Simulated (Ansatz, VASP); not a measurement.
# Cross-check of NaF (Villiaumite) between VASP and Ansatz

Aim: how closely do two programs agree when they are given the same cell, functional and k mesh? The cell is taken from a series of runs on this material, whose earlier steps may have relaxed, scaled, displaced or heated it; both programs get it as it stands.

Program: Ansatz 0.2.0. Level of theory: plane waves, with VASP 6.6.1 beside it; zone-centre phonons at LDA. Results are calculated unless marked as measured.

### Step 1. The structure

Symmetry: Fm-3m, No. 225, cubic system. Conventional cell: a = 4.524 Å, b = 4.524 Å, c = 4.524 Å, α = 90.00°, β = 90.00°, γ = 90.00°. Na has 6 F at 2.26 Å nearest. F has 6 Na at 2.26 Å nearest. Farther neighbours and most contacts between anions are not listed.

### Step 2. Ansatz: zone-centre phonons, LDA

Ansatz runs on its default PAW (the set named soft_2) files.

Second derivatives magnify differences that forces hide, and they need a tight electronic threshold.

input.yaml reads:

```yaml
crystal:
  lattice:
    - [-2.2619855654, 0.0, 2.2619855654]
    - [0.0, 2.2619855654, 2.2619855654]
    - [-2.2619855654, 2.2619855654, 0.0]
  atoms:
    - { symbol: Na, position: [0.0, 0.0, 0.0] }
    - { symbol: F, position: [0.5, 0.5, 0.5] }
kpoints:
  mp_grid: { grid: [8, 8, 8] }
hamiltonian:
  xc: lda
scf:
  occupations: { method: fixed }
output:
  eigenvalues: true
phonons:
  method: dfpt
  dielectric: true
  rigid_motions: translations
  qmesh: [4, 4, 4]
  temperatures: { t_max: 1000, t_step: 50 }
  qpath:
    path:
      - [[0.0, 0.0, 0.0], [0.0, 0.5, 0.5], [0.0, 0.625, 0.375]]
      - [[-0.375, 0.375, 0.0], [0.0, 0.0, 0.0], [0.0, 0.5, 0.0], [-0.25, 0.5, 0.25], [0.0, 0.5, 0.5]]
    npoints: 12
```

The run is started by

```
$ ansatz run input.yaml --threads 2 --pin off --max-ram 4096MiB --backend cpu --events-out ev --progress --plain --runs-dir out
```

Numbers of over 12 decimals in the logs are rounded to 6 here.

Log:

```text
Engine: ansatz 0.2.0, x86_64-unknown-linux-gnu
Pseudopotentials: kind: paw
Pseudopotential: Na, paw, valence charge 9, recommended cutoff 420 eV (normal), Na.paw.azcp
Pseudopotential: F, paw, valence charge 7, recommended cutoff 420 eV (normal), F.paw.azcp
Functional definition: SPW92
  exchange = slater_x
  correlation = pw_c
Crystal: 2 atoms, lattice volume = 23.147 Å³
Basis set: ecut = 420 eV, 459 PW (Γ), exchange–correlation on 48×48×48 points (8 copies of the dense FFT grid, shifted against one another)
Bands: 12, of which v1, the nominal top of the filled ones, is band 8 counted from 1 (7 counted from 0)
Symmetry: 48 space group operations
k-points: 59 of 512 (irreducible under 8 space group operations, time reversal used)
Non-local potential: Na, projectors of the file, l = 0: 3, l = 1: 2, l = 2: 1
Non-local potential: F, projectors of the file, l = 0: 2, l = 1: 2, l = 2: 1
PAW form: soft (Blöchl's): semilocal exchange-correlation on the pseudo side does not see the compensation charge
PAW frozen core: Na, regenerated for the run's functional, and the local potential with it (the file was generated under x = pbe(κ = 0.804, μ = 0.219515), c = pbe(β = 0.066725))
PAW frozen core: F, regenerated for the run's functional, and the local potential with it (the file was generated under x = pbe(κ = 0.804, μ = 0.219515), c = pbe(β = 0.066725))
PAW one-centre angular grid: Na, 110 points (default); XC on 64 Gauss nodes
PAW one-centre angular grid: F, 110 points (default); XC on 64 Gauss nodes
Initial density: superposition of atomic densities (neutral atoms: chi_scale 0, normalization atom), corrected by the library's trained network
Initial wavefunctions: pseudopotential atomic-orbital guess
Functional: x = slater, c = lda
SCF iter   1: F=—  HF=-2263.115217 eV  |F-HF|=—  |Δ(HF+E_count)|=         —  Δρ=2.00e-2  dr2=6.37e-2  ethr=1.77e-3  ⟨swp⟩=4.6  Hψ=3438  notcnv=0  defer=111
preconditioner: auto → none  [insulator: Δε(μ)=6.095 eV  Ē_g=26.275 eV  n_scr=8 (ndim 8)  ℏωp=28.9 eV  f_vac=0.106  ε∞_Penn≈2.2]
SCF iter   2: F=—  HF=-2263.094871 eV  |F-HF|=—  |Δ(HF+E_count)|=   2.03e-2  Δρ=9.96e-3  dr2=1.05e-2  ethr=3.98e-4  ⟨swp⟩=2.1  Hψ=1496  notcnv=0  defer=116
SCF iter   3: F=—  HF=-2263.091459 eV  |F-HF|=—  |Δ(HF+E_count)|=   3.41e-3  Δρ=1.47e-3  dr2=3.65e-4  ethr=6.55e-5  ⟨swp⟩=2.0  Hψ=998  notcnv=0  defer=116
SCF iter   4: F=—  HF=-2263.091324 eV  |F-HF|=—  |Δ(HF+E_count)|=   1.35e-4  Δρ=4.87e-4  dr2=1.80e-5  ethr=2.28e-6  ⟨swp⟩=2.1  Hψ=1172  notcnv=0  defer=91
SCF iter   5: F=—  HF=-2263.091315 eV  |F-HF|=—  |Δ(HF+E_count)|=   9.03e-6  Δρ=3.87e-5  dr2=2.60e-7  ethr=1.12e-7  ⟨swp⟩=2.0  Hψ=858  notcnv=0
SCF iter   6: F=—  HF=-2263.091317 eV  |F-HF|=—  |Δ(HF+E_count)|=   1.40e-6  Δρ=4.53e-6  dr2=2.69e-9  ethr=1.62e-9  ⟨swp⟩=2.0  Hψ=857  notcnv=0
SCF iter   7: F=-2263.091317 eV  HF=-2263.091317 eV  |F-HF|=6.37e-12  |Δ(HF+E_count)|=  5.55e-10  Δρ=2.83e-7  dr2=8.10e-12  ethr=1.00e-12  ⟨swp⟩=6.8  Hψ=3694  notcnv=0
SCF 1 converged in 7 iterations: F = -2263.091317 eV  dr2 = 8.10e-12
  greatest PAW one-centre occupation: 0.999 electrons in one spin orbital (limit 2), on the Na atom at site 0 (counted from 0), in its partial waves of l = 0
DFPT response loops at Γ: preconditioner auto → none (the input reference at scf.mixing.eps_inf says where Resta's filter doesn't serve); β = 0.50; Broyden in place of MSR1
NSCF: frozen V_eff on 29 k-points
NSCF: frozen V_eff on 576 k-points
DFPT response loops at q = (0, 0, 0.25) (fractional): mixed as the last ones told, above
NSCF: frozen V_eff on 300 k-points
DFPT response loops at q = (0, 0, -0.5) (fractional): mixed as the last ones told, above
NSCF: frozen V_eff on 328 k-points
DFPT response loops at q = (0, 0.25, 0.25) (fractional): mixed as the last ones told, above
NSCF: frozen V_eff on 1024 k-points
DFPT response loops at q = (0, 0.25, -0.5) (fractional): mixed as the last ones told, above
NSCF: frozen V_eff on 576 k-points
DFPT response loops at q = (0, 0.25, -0.25) (fractional): mixed as the last ones told, above
NSCF: frozen V_eff on 190 k-points
DFPT response loops at q = (0, -0.5, -0.5) (fractional): mixed as the last ones told, above
NSCF: frozen V_eff on 328 k-points
DFPT response loops at q = (0.25, -0.5, -0.25) (fractional): mixed as the last ones told, above
SCF converged after 7 iterations
Free energy (F): -2263.091317 eV
Harris-Foulkes:  -2263.091317 eV  (|F-HF|=6.37e-12)
Internal energy: -2263.091317 eV  (E = F + TS)
E sigma→0 (E₀):  -2263.091317 eV
Fermi energy:    1.134787 eV
--- Per-component energies (eV) ---
  E_band       = -227.561993
  E_kinetic    = 327.777789
  E_local      = -1645.740284  (includes V_loc(G=0)·N_el)
  E_nonlocal   = 192.628641
  E_hartree    = 578.556991
  E_xc         = -117.326463
  E_vxc        = -152.164077  (∫ρ·V_xc dr)
  E_paw        = -432.148650  (= ΣΔE_a)
  E_vpaw       = -107.180029  (= ΣTr[D̂ρ^β])
  E_aug_tail   = 0.002069  (compensation charges beyond the density's cutoff)
  E_ewald      = -1167.095552
  E_core_change = 0.254142  (= ΣΔE_core)
  E_smearing   = -0.000000  (= −TS)
  E_closure    = -0.000000  (closes the sum)
  Σ components = -2263.091317   (vs F -2263.091317, Δ=0.00e0)
--- Band table (eV; the first three rows and the last of 59) ---
  k-point 0: bands = [... 4 lower, -17.4454, 1.1348, 1.1348, 1.1348, 7.5104, 20.1915, 20.1915, 20.1915]
  k-point 1: bands = [... 4 lower, -17.1891, 0.7939, 1.0892, 1.0892, 8.0907, 18.4117, 20.4615, 20.4615]
  k-point 2: bands = [... 4 lower, -16.8573, 0.1064, 0.9806, 0.9806, 9.4601, 16.3253, 21.0822, 21.0822]
  k-point 58: bands = [... 4 lower, -17.4483, -0.3082, 0.6792, 0.6792, 14.2275, 14.4962, 15.1226, 21.4238]
--- Phonons (Γ-DFPT): 2 representative perturbations + reference, on 59 of 512 k-points (Σ response iterations 7) ---
  k mesh reduced under 8 symmetry operations, with k and −k counted as one. Each operation leaves every solved perturbation unchanged. A smaller set is not considered because the run solves the response to a homogeneous field
  ASR residual: 1.567e-4 → 0.000e0 eV/Å²; symmetrization residual: 1.089e-6 eV/Å²
  ASR residual per site (eV/Å²): 6.99e-5 1.57e-4
  Γ frequencies (cm⁻¹): 0.00 0.00 0.00 266.22 266.22 266.22
  ε∞ (high-frequency dielectric tensor):
        1.925349    -0.000000     0.000000
        0.000000     1.925349     0.000000
        0.000000     0.000000     1.925349
  ε⁰ (static dielectric tensor: ions relaxed, cell fixed):
        4.805956     0.000000     0.000000
        0.000000     4.805956    -0.000000
        0.000000    -0.000000     4.805956
  ε⁰ − ε∞ (ionic part):
        2.880607     0.000000     0.000000
        0.000000     2.880607    -0.000000
        0.000000    -0.000000     2.880607
  softest optical mode at Γ: 266.22 cm⁻¹; the repairs (sum rule, projections) moved no ω² at Γ by more than (1.53 cm⁻¹)²
  Born effective charges Z* (e; rows j = field, columns β = displacement):
    site 0:
         0.99952    0.00000    0.00000
         0.00000    0.99952   -0.00000
         0.00000    0.00000    0.99952
    site 1:
        -0.99952    0.00000    0.00000
        -0.00000   -0.99952    0.00000
        -0.00000   -0.00000   -0.99952
  Z* charge neutrality: 8.391e-6 e pre-enforcement
  k-mesh period / interband length: 25.6 Å / 0.89 Å = 28.87 at k = (0.0000, 0.0000, 0.0000), direct gap 6.376 eV — 14 or more, which is no proof of convergence
  optical modes at Γ without the LO–TO term, one row a degenerate level:
      ω (cm⁻¹)  modes    IR ((D/Å)²/amu)
        266.22      3             6.6472
  optical modes at Γ + LO–TO along q̂ = [1.0000, 0.0000, 0.0000]:
      ω (cm⁻¹)  modes    IR ((D/Å)²/amu)
        266.22      2             4.4315
        420.61      1             2.2157
  optical modes at Γ + LO–TO along q̂ = [0.0000, 1.0000, 0.0000]:
      ω (cm⁻¹)  modes    IR ((D/Å)²/amu)
        266.22      2             4.4315
        420.61      1             2.2157
  optical modes at Γ + LO–TO along q̂ = [0.0000, 0.0000, 1.0000]:
      ω (cm⁻¹)  modes    IR ((D/Å)²/amu)
        266.22      2             4.4315
        420.61      1             2.2157
--- Phonons (arbitrary-q DFPT): 8 irreducible q on the 4×4×4 mesh ---
  q = [0.0000, 0.0000, 0.0000] (star 1, of the zone-centre solve; hermiticity 8.04e-7, symmetrization 3.87e-14): -0.00 0.00 0.00 266.22 266.22 266.22
  q = [0.0000, 0.0000, 0.2500] (star 8, 2 solved perturbations on 288 of 512 k-point pairs; hermiticity 4.61e-7, symmetrization 4.20e-13): 114.87 114.87 174.28 251.73 251.73 394.96
  q = [0.0000, 0.0000, -0.5000] (star 4, 2 solved perturbations on 150 of 512 k-point pairs; hermiticity 1.31e-13, symmetrization 3.40e-13): 190.86 190.86 213.84 213.84 311.64 314.95
  q = [0.0000, 0.2500, 0.2500] (star 6, 4 solved perturbations in 528 linear systems a pass and spin channel, the states on 164 of 512 k-point pairs; hermiticity 7.60e-7, symmetrization 3.73e-13): 102.69 102.69 210.81 273.16 273.16 354.11
  q = [0.0000, 0.2500, -0.5000] (star 24, 4 solved perturbations in 1600 linear systems a pass and spin channel, the states on 512 of 512 k-point pairs; hermiticity 6.31e-7, symmetrization 1.32e-13): 156.85 202.45 240.23 257.19 276.24 309.66
  q = [0.0000, 0.2500, -0.2500] (star 12, 4 solved perturbations in 904 linear systems a pass and spin channel, the states on 288 of 512 k-point pairs; hermiticity 6.03e-7, symmetrization 5.06e-13): 168.44 188.62 216.03 243.09 281.57 330.92
  q = [0.0000, -0.5000, -0.5000] (star 3, 4 solved perturbations in 308 linear systems a pass and spin channel, the states on 95 of 512 k-point pairs; hermiticity 4.43e-7, symmetrization 5.30e-13): 144.49 144.49 264.02 279.96 279.96 301.00
  q = [0.2500, -0.5000, -0.2500] (star 6, 4 solved perturbations in 502 linear systems a pass and spin channel, the states on 164 of 512 k-point pairs; hermiticity 4.89e-7, symmetrization 2.52e-13): 214.24 214.24 220.16 243.23 289.95 289.95
  sum rule: each row above includes the acoustic sum rule's correction from the zone centre's row sums; it moved no ω² by more than (1.50 cm⁻¹)²
  mesh force constants: q→R imaginary residual 3.65e-18; ASR residual 1.567e-4 → 0.000e0 eV/Å²; symmetrization residual 3.553e-15 eV/Å²
  interpolated dispersion: 75 rows × 6 modes
  density of states and harmonic sums: on the 24×24×24 q-mesh, interpolated from the force constants of a 4×4×4 supercell (with the dipole–dipole term)
  largest difference from the sums on the solved wave vectors: F 1.05e-2 eV, S 1.46e-5 and C_V 4.00e-6 eV/K
  zero-point energy: 0.087149 eV/cell   skipped modes (ω ≤ 0): 3   left out of the sums: 3.62e-5 of the cell's modes: C_V's classical limit lies that fraction below 3 k_B per atom; for a crystal, a wire or a layer, F and S can be off by more, and a phonons.interpolated_qmesh denser along its periods is the remedy for the sampling
```

The column dr2 measures how far the density is from self-consistency, as an energy; F and HF (Harris–Foulkes) agree once it is small.

(Continued in part 2 of 2.)

[Lines on the potential files, build, host, timing and source positions are cut from VASP's logs without a mark.]

[Logs are printed without paths, hosts, clocks, repeated set-up lines and the standing remarks that a program may print on its own settings, such as how far it seeks lower states.]

[Hosts, paths, dates, database ids (printed as entryN), source tags and the programs' standing remarks are cut or masked in the printed files.]
